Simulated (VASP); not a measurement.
Method: PBE GGA, VASP's PBE PAW potentials (set 64) (plane waves; VASP).

Input for VASP

INCAR:
```
SYSTEM = CaC6
PREC = Accurate
ENCUT = 520
EDIFF = 1E-6
NELM = 100
ALGO = Normal
LREAL = .FALSE.
LASPH = .TRUE.
ISMEAR = 1
SIGMA = 0.1
GGA = PE
LWAVE = .FALSE.
LCHARG = .FALSE.
IBRION = 2
ISIF = 3
NSW = 60
EDIFFG = -0.02
```

File KPOINTS:
```
Automatic mesh
0
Gamma
8 8 8
0 0 0
```

POSCAR:
```
CaC6
1.0
  4.6969798416  -2.1721606555  -0.0025981087
  4.6969798416   2.1721606555  -0.0025981087
  3.6944504786   0.0000000000   3.6236645514
Ca C
1 6
Cartesian
  3.6944504786   0.0000000000   3.6236645514
  6.5442050809   1.4474471316   1.8092341670
  6.2101809269  -0.7237235658   3.0174374996
  6.8782292349  -0.7237235658   0.6010308344
  6.5442050809  -1.4474471316   1.8092341670
  6.8782292349   0.7237235658   0.6010308344
  6.2101809269   0.7237235658   3.0174374996
```

POTCAR, in this order: Ca_sv C (PBE.64 set). Program: vasp_std.

The resulting files:

**OUTCAR**
```
 ion  position               nearest neighbor table
   1  0.000  0.000  0.000-
   2  0.167  0.833  0.500-   6 1.45   7 1.45   5 1.45
   3  0.500  0.167  0.833-   7 1.45   5 1.45   6 1.45
   4  0.833  0.500  0.167-   6 1.45   5 1.45   7 1.45
   5  0.833  0.167  0.500-   3 1.45   4 1.45   2 1.45
   6  0.500  0.833  0.167-   4 1.45   2 1.45   3 1.45
   7  0.167  0.500  0.833-   3 1.45   2 1.45   4 1.45
  LATTYP: Found a trigonal (rhomboedric) cell.
 ALAT       =     5.1749307528
 COS(alpha) =     0.6476252380
 Subroutine PRICEL returns:
 Original cell was already a primitive cell.
 Subroutine GETGRP returns: Found 12 space group operations
The static configuration has the point symmetry D_3d.
The dynamic configuration has the point symmetry D_3d.
 Subroutine INISYM returns: Found 12 space group operations
 Subroutine IBZKPT returns following result:
 Found     65 irreducible k-points:

 Following reciprocal coordinates:
            Coordinates               Weight
  0.000000  0.000000  0.000000      1.000000
  0.125000 -0.000000  0.000000      6.000000
  0.250000 -0.000000  0.000000      6.000000
  0.375000 -0.000000  0.000000      6.000000
  0.500000 -0.000000  0.000000      3.000000
  0.125000  0.125000  0.000000      6.000000
  0.250000  0.125000  0.000000     12.000000
  0.375000  0.125000 -0.000000     12.000000
  0.500000  0.125000  0.000000     12.000000
 -0.375000  0.125000  0.000000     12.000000
 -0.250000  0.125000  0.000000     12.000000
 -0.125000  0.125000  0.000000      6.000000
  0.250000  0.250000  0.000000      6.000000
  0.375000  0.250000  0.000000     12.000000
  0.500000  0.250000  0.000000     12.000000
 -0.375000  0.250000  0.000000     12.000000
 -0.250000  0.250000  0.000000      6.000000
  0.375000  0.375000  0.000000      6.000000
...
```

File OSZICAR:
```
       N       E                     dE             d eps       ncg     rms          rms(c)
DAV:   1     0.246028084213E+03    0.24603E+03   -0.17353E+04  2730   0.155E+03
DAV:   2    -0.442467404094E+02   -0.29027E+03   -0.28291E+03  3813   0.362E+02
DAV:   3    -0.614852612399E+02   -0.17239E+02   -0.16961E+02  3900   0.875E+01
DAV:   4    -0.620046705154E+02   -0.51941E+00   -0.51846E+00  4289   0.140E+01
DAV:   5    -0.620127488947E+02   -0.80784E-02   -0.80772E-02  3749   0.168E+00    0.115E+01
DAV:   6    -0.581055643227E+02    0.39072E+01   -0.68448E+00  3240   0.149E+01    0.624E+00
DAV:   7    -0.575345909699E+02    0.57097E+00   -0.38333E+00  3344   0.908E+00    0.259E+00
DAV:   8    -0.575579548778E+02   -0.23364E-01   -0.11040E+00  3205   0.573E+00    0.110E+00
DAV:   9    -0.575083197018E+02    0.49635E-01   -0.18700E-01  3175   0.234E+00    0.222E-01
DAV:  10    -0.575075324841E+02    0.78722E-03   -0.37826E-02  4024   0.112E+00    0.133E-01
DAV:  11    -0.575073178784E+02    0.21461E-03   -0.35503E-03  3397   0.378E-01    0.677E-02
DAV:  12    -0.575073976268E+02   -0.79748E-04   -0.17576E-04  3732   0.993E-02    0.266E-02
DAV:  13    -0.575073957484E+02    0.18784E-05   -0.70676E-05  3661   0.416E-02    0.174E-02
DAV:  14    -0.575073925657E+02    0.31827E-05   -0.70750E-06  3298   0.246E-02    0.615E-03
DAV:  15    -0.575073924879E+02    0.77869E-07   -0.35208E-06  2748   0.941E-03
   1 F= -.57507392E+02 E0= -.57507291E+02  d E =-.575074E+02
```

**OUTCAR**
```
------------------------ aborting loop because EDIFF is reached ----------------------------------------
  FORCE on cell =-STRESS in cart. coord.  units (eV):
  Direction    XX          YY          ZZ          XY          YZ          ZX
  --------------------------------------------------------------------------------------
  Total       -0.0355271      0.0234486      0.0189410     -0.0000000      0.0000000     -0.0163046
  in kB       -0.7693722      0.5078021      0.4101850     -0.0000000      0.0000000     -0.3530921
  external PRESSURE =       0.0495383 kB  Pullay stress =       0.0000000 kB
  volume of cell :       73.98
      direct lattice vectors                 reciprocal lattice vectors
     4.696979842 -2.172160655 -0.002598109     0.106391384 -0.230185552 -0.108469670
     4.696979842  2.172160655 -0.002598109     0.106391384  0.230185552 -0.108469670
     3.694450479  0.000000000  3.623664551     0.000152562  0.000000000  0.275808192
 POSITION                                       TOTAL-FORCE (eV/Angst)
 -----------------------------------------------------------------------------------
      0.00000      0.00000      0.00000        -0.000000      0.000000     -0.000000
      6.54421      1.44745      1.80923        -0.000000      0.007279     -0.000000
      6.21018     -0.72372      3.01744        -0.001680     -0.003640      0.006076
      6.87823     -0.72372      0.60103         0.001680     -0.003640     -0.006076
      6.54421     -1.44745      1.80923        -0.000000     -0.007279     -0.000000
      6.87823      0.72372      0.60103         0.001680      0.003640     -0.006076
      6.21018      0.72372      3.01744        -0.001680      0.003640      0.006076
 -----------------------------------------------------------------------------------
    total drift:                                0.000000      0.000000      0.000000
  FREE ENERGIE OF THE ION-ELECTRON SYSTEM (eV)
  ---------------------------------------------------
  free  energy   TOTEN  =       -57.5073924879 eV

  energy  without entropy=      -57.5070874121  energy(sigma->0) =      -57.50729080

 reached required accuracy - stopping structural energy minimisation
```
(Selected blocks of OUTCAR.)

OUTCAR:
```
 val. band max:        6.2241616480   @ k =   0.2500   0.1250   0.0000

 cond. band min:       6.2640488733   @ k =   0.3750   0.2500   0.0000


 Fermi energy:         6.2635019074

 k-point     1 :       0.0000    0.0000    0.0000
  band No.  band energies     occupation
      1     -35.4977      2.00000
      2     -16.6690      2.00000
      3     -16.5587      2.00000
      4     -16.5587      2.00000
      5     -14.2443      2.00000
      6      -7.5914      2.00000
      7      -7.5914      2.00000
      8      -7.3950      2.00000
      9      -7.3950      2.00000
     10      -5.2049      2.00000
     11      -5.1736      2.00000
     12      -2.3518      2.00000
     13       2.0336      2.00000
     14       2.0336      2.00000
     15       3.9583      2.00000
     16       3.9583      2.00000
     17       4.4965      2.00000
     18       4.4965      2.00000
     19       5.1223      2.00000
     20       9.3336      0.00000
     21       9.3336      0.00000

 k-point     2 :       0.1250   -0.0000    0.0000
  band No.  band energies     occupation
      1     -35.4973      2.00000
      2     -16.6752      2.00000
      3     -16.5688      2.00000
      4     -16.5599      2.00000
      5     -14.1102      2.00000
      6      -8.6692      2.00000
      7      -8.2347      2.00000
      8      -7.2477      2.00000
      9      -6.5521      2.00000
     10      -4.7048      2.00000
     11      -4.4541      2.00000
     12      -2.2480      2.00000
     13       1.5458      2.00000
     14       1.7723      2.00000
     15       2.9994      2.00000
     16       3.3137      2.00000
     17       4.9337      2.00000
     18       5.3862      2.00000
     19       5.4398      2.00000
     20       9.3083      0.00000
     21       9.4088      0.00000

 k-point     3 :       0.2500   -0.0000    0.0000
  band No.  band energies     occupation
      1     -35.4964      2.00000
      2     -16.6908      2.00000
      3     -16.5895      2.00000
...
```

The compound is CaC6 in the sg166 structure. It was relaxed first. The start is the result of an earlier pass.
